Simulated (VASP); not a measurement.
Write the native input for VASP 6.6.1 that does the following.

| Item | Value |
| --- | --- |
| Task | relaxation of the atoms |
| Functional | LDA |
| Potentials or basis | VASP PAW LDA potentials, release 64 (In_d, As) |
| Cutoff | 600 eV |
| k mesh | 10 × 10 × 10 |
| Occupations | gaussian, width 0.03 eV |
| Spin | no spin polarisation |
| Further INCAR settings | ALGO = Normal; EDIFF = 1e-07; IBRION = 2; EDIFFG = -0.01; NSW = 40 |

The structure of InAs lies in POSCAR:

```
InAs                                    
1.0
    0.0000000000      2.9545081183      2.9545081183
    2.9545081183      0.0000000000      2.9545081183
    2.9545081183      2.9545081183      0.0000000000
  In              As            
     1     1
Direct
     0.0000000000000000    0.0000000000000000    0.0000000000000000
     0.2500000000000000    0.2500000000000000    0.2500000000000000
```

The cell isn't the ideal one: a relaxed cell with its volume scaled by 0.94.

The input as run:

INCAR

```
PREC = Accurate
ENCUT = 600
EDIFF = 1E-7
ISMEAR = 0
SIGMA = 0.03
LREAL = False
LASPH = True
NELM = 80
ALGO = Normal
ISIF = 2
LWAVE = False
LCHARG = False
IBRION = 2
NSW = 40
EDIFFG = -0.01
```

KPOINTS

```
Automatic mesh
0
Gamma
  10 10 10
```

Potentials or basis: VASP PAW LDA potentials, release 64 (In_d, As).

Launch:

```sh
$ cat potpaw_LDA.64/In_d/POTCAR potpaw_LDA.64/As/POTCAR > POTCAR
$ mpirun -np 1 vasp_std > vasp.out
```

Results of the run:

```
Pressure after relaxing : 4.3 GPa
Band gap on the k mesh  : none (metal or under the smearing width)
```

Caveat: the relaxation stopped at its first step, so nothing moved.

Run time: 24 s on 1 thread of Intel(R) Xeon(R) Platinum 8488C (Sapphire Rapids) (shared host), peak memory 0.19 GiB.
